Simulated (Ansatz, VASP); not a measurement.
**Cross-check of Ge (Germanium) between VASP and Ansatz**

One calculation is typed for both programs; each brings its own data sets. How far apart do they land? The structure shown comes from an earlier Ansatz run, which isn't shown and may have moved the atoms alone.

Method: plane waves, with VASP 6.6.1 beside it; elastic constants at LDA, in Ansatz 0.2.0.

**1. Set-up**

The structure is cubic, space group Fd-3m (No. 227). Conventional cell: a = 5.642 Å, b = 5.642 Å, c = 5.642 Å, α = 90.00°, β = 90.00°, γ = 90.00°. Nearest to Ge lie 4 Ge at 2.44 Å.

Structure file:

```cif
data_structure
_symmetry_space_group_name_H-M 'P 1'
_symmetry_Int_Tables_number 1
_cell_length_a 3.9898
_cell_length_b 3.9898
_cell_length_c 3.9898
_cell_angle_alpha 60.000
_cell_angle_beta 60.000
_cell_angle_gamma 60.000
_cell_volume 44.91
loop_
_atom_site_label
_atom_site_type_symbol
_atom_site_fract_x
_atom_site_fract_y
_atom_site_fract_z
_atom_site_occupancy
Ge1 Ge 0.00000 0.00000 0.00000 1
Ge2 Ge 0.25000 0.25000 0.25000 1
```

**2. Ansatz: elastic constants, LDA**

Ansatz runs on its PAW soft_1 files.

Elastic constants are differences of stresses under small strains, so they test the stress and the mesh.

File input.yaml:

```yaml
crystal:
  lattice:
    - [0.0, 2.8212220916, 2.8212220916]
    - [2.8212220916, 0.0, 2.8212220916]
    - [2.8212220916, 2.8212220916, 0.0]
  atoms:
    - { symbol: Ge, position: [0.0, 0.0, 0.0] }
    - { symbol: Ge, position: [0.25, 0.25, 0.25] }
kpoints:
  mp_grid: { grid: [8, 8, 8] }
hamiltonian:
  xc: lda
  pseudopotentials: { kind: paw, azcp: { folder: soft_1 }, xc_functional: pbe }
scf:
  occupations: { method: gaussian, width: 0.1 }
output:
  forces: true
  stress: true
  eigenvalues: true
basis:
  ecutwfc: 260.0
elastic:
  mode: relaxed_ion
  amplitude: 0.01
```

Started as:

```sh
> ansatz run input.yaml --threads 8 --pin off --max-ram 15360MiB --backend cpu --events-out ev --progress --plain --runs-dir out
```

Numbers of over 12 decimals in the logs are rounded to 6 here.

Output:

```text
Warning: basis.ecutwfc = 260 eV is below the records' recommended 420 eV, and the density's cutoff is lower with it unless basis.ecutrho_ratio is high enough to keep the records' density cutoff: compare with a run at a higher cutoff
Engine: ansatz 0.2.0, aarch64-unknown-linux-gnu
Pseudopotentials: kind: paw
Pseudopotential: Ge, paw, valence charge 14, recommended cutoff 420 eV (normal), soft_1/Ge.paw.azcp
Functional definition: SPW92
  exchange = slater_x
  correlation = pw_c
Crystal: 2 atoms, lattice volume = 44.910 Å³
Basis set: ecut = 260 eV, 411 PW (Γ)
Bands: 18, of which v1, the nominal top of the filled ones, is band 14 counted from 1 (13 counted from 0)
Symmetry: 48 space group operations
Space group: Fd-3m (ITA 227), of the structure as read, at distance tolerance 3.6e-5 Å
k-points: 29 of 512
Non-local potential: Ge, projectors of the file, l = 0: 2, l = 1: 2, l = 2: 3, l = 3: 1
PAW form: soft (Blöchl's): semilocal exchange-correlation on the pseudo side does not see the compensation charge
PAW frozen core: Ge, regenerated for the run's functional, and the local potential with it (the file was generated under x = pbe(κ = 0.804, μ = 0.219515), c = pbe(β = 0.066725))
PAW one-centre angular grid: Ge, 590 points (default); XC on 64 Gauss nodes
Initial density: superposition of atomic densities (chi_scale 0.1, normalization cell)
Initial wavefunctions: pseudopotential atomic-orbital guess
Functional: x = slater, c = lda
SCF iter   1: F=—  HF=-8430.978743 eV  |F-HF|=—  |Δ(HF+E_count)|=         —  Δρ=3.48e-2  dr2=4.91e-1  ethr=3.10e-3  ⟨swp⟩=5.6  Hψ=2250  notcnv=0
preconditioner: auto → none  [insulator: Δε(μ)=0.159 eV  Ē_g=23.495 eV  σ=0.100 eV  W_gap=0.60  n_scr=14 (ndim 8)  ℏωp=29.3 eV  f_vac=0.001  D(μ)=0.08/eV (n_scr^D=0)  ε∞_Penn≈2.6]
SCF iter   2: F=—  HF=-8430.790861 eV  |F-HF|=—  |Δ(HF+E_count)|=   1.88e-1  Δρ=1.70e-2  dr2=8.95e-2  ethr=1.75e-3  ⟨swp⟩=3.0  Hψ=1197  notcnv=0
SCF iter   3: F=—  HF=-8430.778452 eV  |F-HF|=—  |Δ(HF+E_count)|=   1.24e-2  Δρ=2.48e-3  dr2=1.14e-3  ethr=3.20e-4  ⟨swp⟩=2.0  Hψ=754  notcnv=0
SCF iter   4: F=—  HF=-8430.778117 eV  |F-HF|=—  |Δ(HF+E_count)|=   3.35e-4  Δρ=9.53e-4  dr2=1.08e-4  ethr=4.08e-6  ⟨swp⟩=2.0  Hψ=930  notcnv=0
SCF iter   5: F=—  HF=-8430.778129 eV  |F-HF|=—  |Δ(HF+E_count)|=   1.26e-5  Δρ=1.73e-5  dr2=6.78e-8  ethr=3.87e-7  ⟨swp⟩=2.1  Hψ=816  notcnv=0
SCF iter   6: F=—  HF=-8430.778130 eV  |F-HF|=—  |Δ(HF+E_count)|=   3.58e-8  Δρ=4.75e-6  dr2=6.54e-9  ethr=2.42e-10  ⟨swp⟩=2.1  Hψ=934  notcnv=0
SCF iter   7: F=—  HF=-8430.778130 eV  |F-HF|=—  |Δ(HF+E_count)|=   3.26e-9  Δρ=2.17e-7  dr2=1.30e-11  ethr=2.34e-11  ⟨swp⟩=2.0  Hψ=868  notcnv=0
SCF iter   8: F=-8430.778130 eV  HF=-8430.778130 eV  |F-HF|=3.64e-12  |Δ(HF+E_count)|=    0.00e0  Δρ=1.42e-8  dr2=4.26e-14  ethr=1.00e-12  ⟨swp⟩=3.2  Hψ=2136  notcnv=0
SCF 1 converged in 8 iterations: F = -8430.778130 eV  dr2 = 4.26e-14
  greatest PAW one-centre occupation: 0.997 electrons in one spin orbital (limit 2), on the Ge atom at site 1 (counted from 0), in its partial waves of l = 2
Crystal: 2 atoms, lattice volume = 44.012 Å³
Symmetry: 16 space group operations
k-points: 59 of 512
Initial density: handed on by an earlier stage of this run
Initial wavefunctions: those handed on with the density
iter 1 solved again at ethr=2.56e-6 eV; its pass at ethr=3.10e-3 eV (dr2=7.18e-4 eV) is discarded
SCF iter   1: F=—  HF=-8430.785182 eV  |F-HF|=—  |Δ(HF+E_count)|=         —  Δρ=1.32e-3  dr2=7.06e-4  ethr=2.56e-6  ⟨swp⟩=1.9  Hψ=6276  notcnv=0
preconditioner: auto → none  [insulator: Δε(μ)=0.116 eV  Ē_g=24.055 eV  σ=0.100 eV  W_gap=0.57  n_scr=14 (ndim 8)  ℏωp=29.6 eV  f_vac=0.052  D(μ)=0.11/eV (n_scr^D=0)  ε∞_Penn≈2.5]
SCF iter   2: F=—  HF=-8430.785012 eV  |F-HF|=—  |Δ(HF+E_count)|=   1.71e-4  Δρ=6.05e-4  dr2=1.10e-4  ethr=2.52e-6  ⟨swp⟩=2.5  Hψ=1465  notcnv=0
SCF iter   3: F=—  HF=-8430.785000 eV  |F-HF|=—  |Δ(HF+E_count)|=   1.19e-5  Δρ=1.24e-4  dr2=2.80e-6  ethr=3.94e-7  ⟨swp⟩=1.9  Hψ=1275  notcnv=0
SCF iter   4: F=—  HF=-8430.784999 eV  |F-HF|=—  |Δ(HF+E_count)|=   3.73e-7  Δρ=2.56e-5  dr2=1.17e-7  ethr=1.00e-8  ⟨swp⟩=2.0  Hψ=1888  notcnv=0
SCF iter   5: F=—  HF=-8430.784999 eV  |F-HF|=—  |Δ(HF+E_count)|=   1.43e-8  Δρ=1.54e-6  dr2=5.14e-10  ethr=4.16e-10  ⟨swp⟩=2.0  Hψ=1285  notcnv=0
SCF iter   6: F=—  HF=-8430.784999 eV  |F-HF|=—  |Δ(HF+E_count)|=  4.55e-11  Δρ=1.09e-7  dr2=4.00e-12  ethr=1.84e-12  ⟨swp⟩=2.0  Hψ=1503  notcnv=0
SCF iter   7: F=-8430.784999 eV  HF=-8430.784999 eV  |F-HF|=3.64e-12  |Δ(HF+E_count)|=  9.09e-12  Δρ=9.67e-9  dr2=2.91e-14  ethr=1.00e-12  ⟨swp⟩=4.8  Hψ=3856  notcnv=0
SCF 2 converged in 7 iterations: F = -8430.784999 eV  dr2 = 2.91e-14
Crystal: 2 atoms, lattice volume = 45.808 Å³
Basis set: ecut = 260 eV, 427 PW (Γ)
iter 1 solved again at ethr=8.12e-7 eV; its pass at ethr=3.10e-3 eV (dr2=2.27e-4 eV) is discarded
[...]
SCF iter  12: F=-8430.783170 eV  HF=-8430.783170 eV  |F-HF|=3.64e-12  |Δ(HF+E_count)|=  3.64e-12  Δρ=1.10e-8  dr2=9.34e-14  ethr=1.00e-12  ⟨swp⟩=4.0  Hψ=5132  notcnv=0
SCF 19 converged in 12 iterations: F = -8430.783170 eV  dr2 = 9.34e-14
relax step   1: F+E_penalty+E_count = -8430.78317011 eV  Δ(F+E_penalty+E_count) = +0.000e0 eV  max|allowed force component| = 1.965e-1 eV/Å  Δτ_max = 0.0000 Å  (12 SCF iters, accepted)
[...]
relax step   2: F+E_penalty+E_count = -8430.78482688 eV  Δ(F+E_penalty+E_count) = -1.657e-3 eV  max|allowed force component| = 3.300e-3 eV/Å  Δτ_max = 0.0085 Å  (10 SCF iters, accepted)
[...]
relax step   3: F+E_penalty+E_count = -8430.78482734 eV  Δ(F+E_penalty+E_count) = -4.589e-7 eV  max|allowed force component| = 4.100e-5 eV/Å  Δτ_max = 0.0001 Å  (7 SCF iters, accepted)
iter 1 solved again at ethr=1.00e-12 eV; its pass at ethr=3.10e-3 eV (dr2=6.56e-14 eV) is discarded
SCF iter   1: F=—  HF=-8430.784827 eV  |F-HF|=—  |Δ(HF+E_count)|=         —  Δρ=1.14e-8  dr2=6.18e-14  ethr=1.00e-12  ⟨swp⟩=1.7  Hψ=7900  notcnv=0
SCF iter   2: F=-8430.784827 eV  HF=-8430.784827 eV  |F-HF|=1.82e-12  |Δ(HF+E_count)|=    0.00e0  Δρ=8.23e-9  dr2=3.43e-14  ethr=1.00e-12  ⟨swp⟩=3.9  Hψ=5023  notcnv=0
SCF 22 converged in 2 iterations: F = -8430.784827 eV  dr2 = 3.43e-14
SCF converged after 8 iterations
Free energy (F): -8430.778130 eV
Harris-Foulkes:  -8430.778130 eV  (|F-HF|=3.64e-12)
Internal energy: -8430.777445 eV  (E = F + TS)
E sigma→0 (E₀):  -8430.777787 eV
Entropy (-TS):   -0.000685 eV (-0.342 meV/atom)
Fermi energy:    8.333527 eV
--- Per-component energies (eV) ---
  E_band       = -319.742891
  E_kinetic    = 187.097550
  E_local      = -4503.840772  (includes V_loc(G=0)·N_el)
  E_nonlocal   = 455.358720
  E_hartree    = 2145.967469
  E_xc         = -142.960157
  E_vxc        = -131.407039  (∫ρ·V_xc dr)
  E_paw        = -3881.745420  (= ΣΔE_a)
  E_vpaw       = -618.872013  (= ΣTr[D̂ρ^β])
  E_aug_tail   = -0.014264  (compensation charges beyond the density's cutoff)
  E_ewald      = -2694.457224
  E_core_change = 3.816653  (= ΣΔE_core)
  E_smearing   = -0.000685  (= −TS)
  E_closure    = 0.000000  (closes the sum)
  Σ components = -8430.778130   (vs F -8430.778130, Δ=0.00e0)
--- Forces (eV/Å), atoms counted from 1 ---
  atom   1  Ge    -0.00000000     0.00000000     0.00000000
  atom   2  Ge    -0.00000000    -0.00000000    -0.00000000
  max |Σ_I F_I| component: 1.39e-16 eV/Å
--- Stress (GPa, compression-positive) ---
       -0.034246       0.000000       0.000000
        0.000000      -0.034246       0.000000
        0.000000      -0.000000      -0.034246
  P = ⅓ Tr σ = -0.0342 GPa (-0.342 kbar)
--- Band table (eV; the first three rows and the last of 29) ---
  k-point 0: bands = [... 10 lower, -4.5657, 8.1602, 8.3682, 8.3682, 8.3682, 10.8974, 10.8974, 10.8974]
  k-point 1: bands = [... 10 lower, -4.3755, 5.8977, 8.0125, 8.0125, 9.2572, 11.3495, 11.3495, 11.7820]
  k-point 2: bands = [... 10 lower, -3.8212, 3.5222, 7.4426, 7.4426, 8.8818, 11.9923, 11.9923, 13.9020]
  k-point 28: bands = [... 10 lower, -0.5642, -0.5642, 4.3718, 4.3718, 12.6277, 12.6277, 13.0941, 13.0941]
--- Elastic constants: 2 strain directions × 4 members + reference (group order 48) ---
  dense FFT box of the reference and of every strained cell: 24×24×24
  strains applied: 11, 23; error gains: componentwise 1.00 (the most a stress slope's error grows in a printed constant), spectral 1.73 (1 for all six strains in a standard setting)
  C = ∂σ_k/∂η_j (tension-positive GPa; Voigt order 11 22 33 23 13 12):
       132.617     58.275     58.275     -0.000      0.000      0.000
        58.275    132.617     58.275      0.000     -0.000     -0.000
        58.275     58.275    132.617      0.000      0.000      0.000
        -0.000      0.000      0.000     55.257      0.000      0.000
         0.000     -0.000      0.000      0.000     55.257      0.000
         0.000     -0.000      0.000      0.000     -0.000     55.257
  reference stress σ⁰ (GPa):      0.034      0.034      0.034     -0.000     -0.000     -0.000
  C* (energy form; C + prestress term) asymmetry max|C*_kj − C*_jk| = 1.421e-14 GPa — a small one proves nothing (zero by symmetry where the batch's group is 432, −43m or m−3m); a large one is finite-difference/SCF noise where every solve meets its electron count
  moduli (Voigt/Reuss/Hill, GPa): K = 83.06/83.06/83.06   G = 48.02/46.25/47.14   E = 118.92   ν = 0.261
  mechanically stable: yes (min eigenvalue of sym C = 55.26 GPa)
  strain η (Voigt 11):  stress-route row diagonal C_11 = 132.62 GPa, energy-path curvature d²(F+E_count+ΔE)/dδ²/Ω₀ = 131.47 GPa
    cells at ±δ against ±2δ: C11 131.94 and 129.89 GPa, apart by 1.54 % of the column's largest entry
         δ    σ_11 (GPa)             F (eV)   n_scf  n_hpsi   n_pw
    -2.000e-2      -2.3928       -8430.7849995       7   18262    436   relax 0 steps, max|allowed force component| 3.47e-18 eV/Å
    -1.000e-2      -1.1968       -8430.7904741       8   26382    444   relax 0 steps, max|allowed force component| 8.67e-19 eV/Å
     1.000e-2       1.4419       -8430.7844128       6   22363    444   relax 0 steps, max|allowed force component| 1.73e-18 eV/Å
     2.000e-2       2.8027       -8430.7825564       9   20528    448   relax 0 steps, max|allowed force component| 6.94e-18 eV/Å
  strain η (Voigt 23):  stress-route row diagonal C_44 = 55.26 GPa, energy-path curvature d²(F+E_count+ΔE)/dδ²/Ω₀ = 66.68 GPa
    cells at ±δ against ±2δ: C44 56.53 and 60.34 GPa, apart by 6.89 % of the column's largest entry
         δ    σ_23 (GPa)             F (eV)   n_scf  n_hpsi   n_pw
    -2.000e-2      -1.2067       -8430.7848273       2   14066    444   relax 4 steps, max|allowed force component| 3.12e-8 eV/Å
    -1.000e-2      -0.5653       -8430.7886622       2   14086    444   relax 3 steps, max|allowed force component| 4.63e-5 eV/Å
     1.000e-2       0.5653       -8430.7886622       2   14095    444   relax 3 steps, max|allowed force component| 1.30e-5 eV/Å
     2.000e-2       1.2067       -8430.7848273       2   14067    444   relax 3 steps, max|allowed force component| 4.10e-5 eV/Å
```

(Part 1 of 2 ends here.)

[Lines on the potential files, build, host, timing and source positions are cut from VASP's logs without a mark.]

[Logs are printed without paths, hosts, clocks, repeated set-up lines and the standing remarks that a program may print on its own settings, such as how far it seeks lower states.]

[Hosts, paths, dates, database ids (printed as entryN), source tags and the programs' standing remarks are cut or masked in the printed files.]
